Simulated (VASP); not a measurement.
Output of a VASP run:

**OUTCAR**
```
 ion  position               nearest neighbor table
   1  0.000  0.000  0.000-   2 2.52   2 2.52   2 2.52   2 2.52
   2  0.250  0.250  0.250-   1 2.52   1 2.52   1 2.52   1 2.52
  LATTYP: Found a face centered cubic cell.
 ALAT       =     5.8200144694
 Subroutine PRICEL returns:
 Original cell was already a primitive cell.
 Subroutine GETGRP returns: Found 24 space group operations
The static configuration has the point symmetry T_d .
The dynamic configuration has the point symmetry T_d .
 Subroutine INISYM returns: Found 24 space group operations
 Subroutine IBZKPT returns following result:
 Found     29 irreducible k-points:

 Following reciprocal coordinates:
            Coordinates               Weight
  0.000000  0.000000  0.000000      1.000000
  0.125000  0.000000  0.000000      8.000000
  0.250000  0.000000  0.000000      8.000000
  0.375000  0.000000  0.000000      8.000000
  0.500000  0.000000  0.000000      4.000000
  0.125000  0.125000  0.000000      6.000000
  0.250000  0.125000  0.000000     24.000000
  0.375000  0.125000  0.000000     24.000000
  0.500000  0.125000  0.000000     24.000000
 -0.375000  0.125000  0.000000     24.000000
 -0.250000  0.125000  0.000000     24.000000
 -0.125000  0.125000  0.000000     12.000000
  0.250000  0.250000  0.000000      6.000000
  0.375000  0.250000  0.000000     24.000000
  0.500000  0.250000  0.000000     24.000000
 -0.375000  0.250000  0.000000     24.000000
 -0.250000  0.250000  0.000000     12.000000
  0.375000  0.375000  0.000000      6.000000
  0.500000  0.375000  0.000000     24.000000
 -0.375000  0.375000  0.000000     12.000000
  0.500000  0.500000  0.000000      3.000000
  0.375000  0.250000  0.125000     24.000000
  0.500000  0.250000  0.125000     48.000000
 -0.375000  0.250000  0.125000     24.000000
  0.500000  0.375000  0.125000     24.000000
 -0.375000  0.375000  0.125000     48.000000
 -0.250000  0.375000  0.125000     24.000000
 -0.375000  0.500000  0.125000     12.000000
 -0.250000  0.500000  0.250000      6.000000
   k-points           NKPTS =     29   k-points in BZ     NKDIM =     29   number of bands    NBANDS=     13
   number of dos      NEDOS =    301   number of ions     NIONS =      2
   total plane-waves  NPLWV =  27000
   dimension x,y,z NGX =    30 NGY =   30 NGZ =   30
   dimension x,y,z NGXF=    60 NGYF=   60 NGZF=   60
   ions per type =               1   1
   PREC   = accura    normal or accurate (medium, high low for compatibility)
   ISTART =      0    job   : 0-new  1-cont  2-samecut
   ICHARG =      2    charge: 1-file 2-atom 10-const
   ISPIN  =      1    spin polarized calculation?
   LNONCOLLINEAR =      F non collinear calculations
   LSORBIT =      F    spin-orbit coupling
   INIWAV =      1    electr: 0-lowe 1-rand  2-diag
   ENCUT  =  500.0 eV  36.75 Ry    6.06 a.u.   7.50  7.50  7.50*2*pi/ulx,y,z
   NELM   =    100;   NELMIN=  2; NELMDL= -5     # of ELM steps
   EDIFF  = 0.1E-05   stopping-criterion for ELM
   LREAL  =      F    real-space projection
   NLSPLINE    = F    spline interpolate recip. space projectors
   LMAXMIX     =    4 max onsite mixed and CHGCAR
   VOSKOWN=      0    Vosko Wilk Nusair interpolation
   EDIFFG = -.2E-01   stopping-criterion for IOM
   NSW    =     40    number of steps for IOM
   NBLOCK =      1;   KBLOCK =     40    inner block; outer block
   IBRION =      2    ionic relax: 0-MD 1-quasi-New 2-CG
   NFREE  =      1    steps in history (QN), initial steepest desc. (CG)
   ISIF   =      3    stress and relaxation
   ISYM   =      2    0-nonsym 1-usesym 2-fastsym
   TEIN   =    0.0    initial temperature
   TEBEG  =    0.0;   TEEND  =   0.0 temperature during run
   SMASS  =  -3.00    Nose mass-parameter (am)
   PSTRESS=  450.0 pullay stress
   NELECT =      18.0000    total number of electrons
   EFERMI =   0.00;   METHOD = LEGACY
   ISMEAR =     0;   SIGMA  =   0.05  broadening in eV -4-tet -1-fermi 0-gaus
   IALGO  =     38    algorithm
...
```

OSZICAR:
```
...
       N       E                     dE             d eps       ncg     rms          rms(c)
DAV:   1    -0.225809867755E+02   -0.18411E+02   -0.36570E+02   879   0.268E+02    0.618E+01
DAV:   2     0.907606905119E+00    0.23489E+02   -0.11051E+02   794   0.175E+02    0.158E+01
DAV:   3     0.201100332553E+01    0.11034E+01   -0.66210E+00   779   0.365E+01    0.717E+00
DAV:   4     0.240602208503E+01    0.39502E+00   -0.80034E-01   819   0.521E+00    0.572E+00
DAV:   5     0.240998124939E+01    0.39592E-02   -0.23441E-02   885   0.212E+00    0.311E+00
DAV:   6     0.242799865252E+01    0.18017E-01   -0.70806E-02   859   0.182E+00    0.121E+00
DAV:   7     0.242823081107E+01    0.23216E-03   -0.23608E-03   814   0.589E-01    0.458E-01
DAV:   8     0.242812279621E+01   -0.10801E-03   -0.15470E-04   917   0.146E-01    0.100E-01
DAV:   9     0.242811138344E+01   -0.11413E-04   -0.51286E-05   874   0.112E-01    0.115E-01
DAV:  10     0.242811274294E+01    0.13595E-05   -0.48516E-06   799   0.234E-02    0.307E-02
DAV:  11     0.242811283265E+01    0.89703E-07   -0.53177E-07   417   0.830E-03
   2 F= 0.12168555E+02 E0= 0.12168572E+02  d E =0.249608E+01
       N       E                     dE             d eps       ncg     rms          rms(c)
DAV:   1    -0.146852237698E+02   -0.17113E+02   -0.24659E+02   839   0.261E+02    0.461E+01
DAV:   2    -0.524532258095E+01    0.94399E+01   -0.24426E+01   789   0.833E+01    0.219E+01
DAV:   3    -0.398550710860E+01    0.12598E+01   -0.14990E+00   854   0.197E+01    0.188E+01
DAV:   4    -0.342840018748E+01    0.55711E+00   -0.69099E-01   789   0.980E+00    0.537E+00
DAV:   5    -0.341501389326E+01    0.13386E-01   -0.56522E-02   799   0.249E+00    0.112E+00
DAV:   6    -0.341522301121E+01   -0.20912E-03   -0.55727E-03   849   0.134E+00    0.308E-01
DAV:   7    -0.341508492283E+01    0.13809E-03   -0.20725E-03   829   0.731E-01    0.193E-01
DAV:   8    -0.341505468498E+01    0.30238E-04   -0.13737E-04   784   0.131E-01    0.837E-02
DAV:   9    -0.341505119820E+01    0.34868E-05   -0.65549E-05   864   0.146E-01    0.164E-02
DAV:  10    -0.341505158442E+01   -0.38623E-06   -0.26487E-06   826   0.214E-02
   3 F= 0.94904483E+01 E0= 0.94904483E+01  d E =-.182030E+00
       N       E                     dE             d eps       ncg     rms          rms(c)
DAV:   1    -0.333993112523E+01    0.75120E-01   -0.13829E-01   874   0.568E+00    0.605E-01
DAV:   2    -0.333326551429E+01    0.66656E-02   -0.17457E-02   869   0.259E+00    0.259E-01
DAV:   3    -0.333265690285E+01    0.60861E-03   -0.13168E-03   804   0.475E-01    0.204E-01
DAV:   4    -0.333254771636E+01    0.10919E-03   -0.29903E-04   794   0.177E-01    0.216E-02
DAV:   5    -0.333254280144E+01    0.49149E-05   -0.29344E-05   809   0.945E-02    0.213E-02
DAV:   6    -0.333254371704E+01   -0.91560E-06   -0.61786E-06   794   0.259E-02
   4 F= 0.94882395E+01 E0= 0.94882395E+01  d E =-.184238E+00
       N       E                     dE             d eps       ncg     rms          rms(c)
DAV:   1    -0.330213892150E+01    0.30404E-01   -0.19211E-02   869   0.212E+00    0.229E-01
DAV:   2    -0.330120367183E+01    0.93525E-03   -0.24303E-03   869   0.966E-01    0.980E-02
DAV:   3    -0.330111931536E+01    0.84356E-04   -0.18572E-04   809   0.180E-01    0.774E-02
DAV:   4    -0.330110639682E+01    0.12919E-04   -0.42206E-05   794   0.663E-02    0.822E-03
DAV:   5    -0.330110585781E+01    0.53901E-06   -0.41048E-06   774   0.354E-02
   5 F= 0.94880984E+01 E0= 0.94880984E+01  d E =-.184379E+00
```

### OUTCAR
```
------------------------ aborting loop because EDIFF is reached ----------------------------------------
  FORCE on cell =-STRESS in cart. coord.  units (eV):
  Direction    XX          YY          ZZ          XY          YZ          ZX
  --------------------------------------------------------------------------------------
  Total       12.8096164     12.8096164     12.8096164     -0.0000000     -0.0000000     -0.0000000
  in kB      450.7182171    450.7182171    450.7182171     -0.0000000     -0.0000000     -0.0000000
  external PRESSURE =       0.7182171 kB  Pullay stress =     450.0000000 kB
  volume of cell :       45.53
      direct lattice vectors                 reciprocal lattice vectors
    -0.000000000  2.834243761  2.834243761    -0.176413902  0.176413902  0.176413902
     2.834243761  0.000000000  2.834243761     0.176413902 -0.176413902  0.176413902
     2.834243761  2.834243761  0.000000000     0.176413902  0.176413902 -0.176413902
  FREE ENERGIE OF THE ION-ELECTRON SYSTEM (eV)
  ---------------------------------------------------
  free  energy   TOTEN  =        -3.3011058578 eV

  energy  without entropy=       -3.3011058578  energy(sigma->0) =       -3.30110586
  enthalpy is  TOTEN    =         9.4880984413 eV   P V=       12.7892042991

 reached required accuracy - stopping structural energy minimisation
```
(Selected blocks of OUTCAR.)

POSCAR:
```
CdTe
1
    0.0000000000     2.9100072347     2.9100072347
    2.9100072347     0.0000000000     2.9100072347
    2.9100072347     2.9100072347     0.0000000000
Cd Te
1 1
Direct
  0.0000000000   0.0000000000   0.0000000000
  0.2500000000   0.2500000000   0.2500000000
```

**Question.** Reconstruct the remaining input files.

**Answer.** This is not unique; one that fits is the input of the run itself, PBEsol GGA, plane waves, VASP's PBE PAW potentials (set 64).

### INCAR
```
# general
SYSTEM  = CdTe
PREC    = Accurate
ENCUT   = 500   # plane-wave cut-off (eV)
LREAL   = .FALSE.   # projection in real space or not
LASPH   = .TRUE.   # aspherical one-centre terms

# electronic loop
EDIFF   = 1E-6   # SCF stop (eV)
NELM    = 100   # most electronic steps
ALGO    = Normal   # blocked Davidson
LMAXMIX = 4   # l cut-off of mixed one-centre charges

# smearing
ISMEAR  = 0   # Gaussian
SIGMA   = 0.05

# functional
GGA     = PS

# ions
IBRION  = 2   # conjugate gradients
NSW     = 40   # most ionic steps
ISIF    = 3   # ions, shape and volume
EDIFFG  = -0.02   # ionic stop
PSTRESS = 450   # kbar

# output
LWAVE   = .FALSE.
LCHARG  = .FALSE.
```

File KPOINTS:
```
Automatic mesh
0
Gamma
8 8 8
0 0 0
```

POTCAR, in this order: Cd Te (PBE.64 set). Program: vasp_std.

Energy and stress use the plane-wave basis of the starting cell.

The structure was generated: CdTe was put into the zinc blende type (F-43m), which need not be its known phase. This run relaxes it under an external pressure of 45 GPa. Symmetry was kept, so distortions that lower it aren't found.
